Six functionals are applied to the same GaP crystal, with every atom held in place. Differences between the rows therefore come from the treatment of the electrons, not from bond lengths.

Kohn–Sham DFT with VASP 6.6.1 and PAW potentials for GaP (space group F-43m, cubic edge 5.4505 Å), with the same geometry in every row. Shared settings are an 8×8×8 k mesh, a plane-wave cutoff of 520 eV, a smearing width of 0.05 eV and no spin–orbit coupling. Smearing is Gaussian for AM05 and Fermi–Dirac for the other functionals.

| functional | potentials | gap on mesh (eV) | direct gap on mesh (eV) |
| --- | --- | --- | --- |
| LDA | VASP PAW LDA potentials, recommended | 1.493 | 1.637 |
| PBE | VASP PAW PBE potentials, recommended | 1.642 | 1.826 |
| r2SCAN | VASP PAW PBE potentials, recommended | 1.902 | 2.344 |
| AM05 | VASP PAW PBE potentials, recommended | 1.598 | 1.832 |
| LMBJ | VASP PAW PBE potentials, recommended | 2.409 | 2.915 |
| TPSS | VASP PAW PBE potentials, recommended | 1.686 | 2.013 |

The column "gap on mesh" is the distance from the highest filled to the lowest empty level, wherever in the Brillouin zone the two lie. The column "direct gap on mesh" is the smallest distance between a filled and an empty level at the same wavevector.

### 1. All rows: does the lowest transition keep its wavevector?

It does not. In every row the direct gap is the larger of the two, so GaP is an indirect semiconductor at this geometry with all six functionals. The choice of functional matters on the scale of 1 eV: it shifts the indirect gap by up to 0.9 eV and the direct gap by up to 1.3 eV. The separation between the two gaps is smaller and also varies, from 0.14 eV in LDA to 0.51 eV in LMBJ.

The valence top lies at Γ, the centre of the zone, and the lowest empty level of GaP is known to lie near X, at the zone boundary. The table does not give its place, so the answers below assume it for every row. A photon carries almost no momentum on the scale of the zone, so light emission at the band edge needs a phonon or an impurity. This is why many GaP light-emitting diodes rely on dopants such as nitrogen. The separation of the gaps also sets how far above the weak onset of absorption the strong, direct absorption begins, and on this LDA and LMBJ disagree by more than a factor of three.

### 2. LDA and PBE: why are these gaps so small?

The measured low-temperature gaps of GaP are roughly 2.3 eV (indirect) and 2.9 eV (direct), as recalled values. Against these, the indirect gap is about 0.8 eV too small in LDA and 0.7 eV too small in PBE. Going from LDA to PBE thus recovers only about a fifth of the LDA shortfall. Even that step is not purely one of functional, because the LDA row also uses its own set of potentials.

Theory gives the reason. The true gap is the energy needed to remove an electron minus the energy gained by adding one. A Kohn–Sham calculation reads it instead as the distance between two orbital energies in a single potential. When an electron is added across the gap, the exact potential jumps upwards by a constant, and that jump belongs to the true gap. The potentials of LDA and PBE depend smoothly on the density and its gradients and have no such jump, and a better gradient correction does not supply it.

### 3. r2SCAN: how can a gap open when no atom moves?

r2SCAN raises the indirect gap by 0.26 eV over PBE and the direct gap by 0.52 eV. That removes about two fifths of the PBE shortfall in the first and about half in the second.

r2SCAN belongs to the meta-GGAs, which use the kinetic-energy density of the orbitals as well as the electron density. Their operator is then no longer a plain potential, because it contains a term that depends on how steeply each orbital varies in space. Where the energy functional rises with the kinetic-energy density, this term acts like extra kinetic energy. Empty antibonding orbitals have more nodes than the filled bonding ones and tend to vary more steeply, so they are pushed up further and the gap opens. This argument comes from the form of the functional; the table shows that the gap opens, but it can't test the cause.

### 4. AM05: which digits can be trusted?

AM05 is a gradient-corrected functional like PBE, and the pair makes a good test of the digits. Its direct gap is 0.006 eV larger than that of PBE, while its indirect gap is 0.044 eV smaller. The order of the two functionals thus depends on the column. The first difference is too small to interpret. The second is small too, but the choice of k points can't be its cause, because both rows are read on the same 8×8×8 mesh.

The direct gap is the safer number. Where the levels at Γ are known, in LDA, AM05, LMBJ and TPSS, it lies exactly there, and Γ is a point that each of these runs contains. The minimum near X is less well placed, since it is known to lie slightly inside the zone boundary, where a regular mesh can step over it. AM05 and TPSS were also run along lines through the zone, and there the indirect gap comes out about 0.05 eV smaller than on the mesh in both cases. An error that is so nearly equal largely cancels when these two rows are compared, but it remains when the indirect column is held against experiment. LMBJ is an exception, because even its direct gap changes between the mesh and the lines, as the next question shows.

Two details of the settings also belong here. The AM05 run used Gaussian smearing and the others Fermi–Dirac occupations, a difference that is harmless with a gap this wide. And the PBE potentials also serve for AM05, the meta-GGAs and LMBJ, for which they were not generated; the table can't tell how much this shifts the gaps.

### 5. LMBJ: does the best gap mean the best functional?

On the mesh, LMBJ gives 2.41 eV for the indirect and 2.92 eV for the direct gap, both within about 0.1 eV of the rough measured values. Along lines through the zone, however, the same run gives only 2.24 and 2.72 eV. The k points can't explain the change in the direct gap, since Γ belongs to both sets. The potential itself may have differed between the two steps, and the table can't tell which result is the better one. The agreement therefore holds only to about 0.2 eV, which is still closer than any other row comes for the two gaps together. The step up from r2SCAN is about half an eV in both columns, and would be smaller with the values along the lines.

This success was designed. LMBJ is a potential whose form and parameters were chosen to give good gaps, and it raises the potential in the thinly populated regions where empty states have much of their weight. The jump from the second question is not added to its gap; instead, the distance between the orbital energies is itself widened until it resembles the true gap. It is not derived from an energy functional, so it gives no consistent total energies, forces or lattice constants. For the size of the gaps in GaP it is the natural choice among these six, but potentials of this family tend to make bands too narrow and effective masses too heavy. For relaxing a structure another functional has to do the work.

The agreement should not be read to the last digit either. Spin–orbit coupling is left out and would lower both gaps by a few hundredths of an eV, because it raises the valence top that they share. The zero-point motion of the atoms, also absent, lowers the measured gap a little further.

### 6. TPSS: why does the direct gap respond more than the indirect one?

TPSS is a meta-GGA too, but it stays much closer to PBE than r2SCAN does. Its direct gap is 0.19 eV above that of PBE, while its indirect gap has hardly moved. A weaker dependence of its energy on the kinetic-energy density would explain the modest opening, by the argument of the third question. The imbalance between the columns needs a second thought. It does not come from differing k points, since both rows are read on the same mesh. The comparison below starts from AM05 instead of PBE, because it needs the second empty level at Γ, which is at hand for AM05 but not for PBE.

The usual explanation looks at the orbitals. The lowest empty level at Γ is an antibonding combination of s orbitals, with much of its density close to the nuclei, whereas the state near X has more p character. A functional that changes the potential near the nuclei should then move the Γ level most. The next empty level at Γ offers a check, because it is p-like: if s character is what counts, this upper level should lag behind the lower one.

From AM05 to LMBJ it does lag, rising by 0.75 eV while the lower level rises by 1.08 eV. From AM05 to TPSS it does not: both levels rise by nearly the same amount, just under 0.2 eV, and the indirect gap by only about half as much. The lag in LMBJ fits the idea but does not prove it, since this potential is raised mainly in thinly populated regions, not near the nuclei. Its size is uncertain as well, because the direct gap of LMBJ is about 0.2 eV smaller along the lines than on the mesh. In TPSS the check gives no support to s character as the cause of the imbalance. There both empty levels at Γ move up from the valence top together, and a filled level more than 12 eV below the top sinks by about 0.2 eV as well. TPSS thus spreads these levels at Γ apart instead of lifting only one kind of orbital. Why the state near X follows less, they do not reveal.

### 7. PBE and TPSS again: what if each functional chose its own lattice constant?

The shared cell does not suit all functionals equally. The calculated pressure is practically zero in r2SCAN, but 1.44 GPa in TPSS and 2.48 GPa in PBE. These two would expand if allowed to, and the longer bonds would change the gaps.

The direction follows from the bonding. Compression increases the overlap between neighbouring atoms and drives the antibonding s level at Γ upwards, while the state near X moves slightly down relative to the valence top. As rough recalled values, the direct gap of GaP grows by 0.1 eV per GPa and the indirect gap shrinks by 0.02 eV per GPa. The separation of the two therefore changes by 0.1 + 0.02 = 0.12 eV per GPa.

For PBE, releasing the pressure would cost 2.48 × 0.12 ≈ 0.3 eV of separation, but only 0.18 eV is there to lose, or slightly more if the mesh steps over the minimum near X. In a relaxed PBE crystal the level at Γ might thus fall below the one near X, in conflict with the real material. Whether the gap would then be direct also depends on the level at L, another point on the zone boundary, which is expected to come down on expansion too, though more slowly. For TPSS the same estimate removes about half of the separation and leaves the gap indirect. The estimate assumes a linear response and has no relaxed row to be held against, so it suggests only that the lattice constant can matter about as much as the functional for the separation of the two gaps. It does not tell where the levels would end up.

For practical work this means that the character of the gap should not be read unchecked from a cell relaxed with PBE. A trustworthy lattice constant comes first, and the levels are then calculated on it.

### 8. What would change if arsenic replaced phosphorus?

The bonds would become longer, and the argument of the last question would run in the same direction as for an expanded cell. Bond length is not the whole cause, because the atomic levels of arsenic also differ from those of phosphorus. The antibonding s level at Γ comes down relative to the state near X. In GaAs it is well known to be the lowest empty level, which makes that crystal a direct semiconductor and an efficient light emitter without the help of impurities.

The same set of functionals would then be judged differently. In GaP the smallest gap belongs to the state near X, which responds less to the functional, and the more sensitive Γ level sits above it. In GaAs the sensitive level is itself the band edge. By this reasoning, a series for GaAs should resemble the direct column of this table more than the indirect one, and the choice of functional would weigh more heavily on the smallest gap.
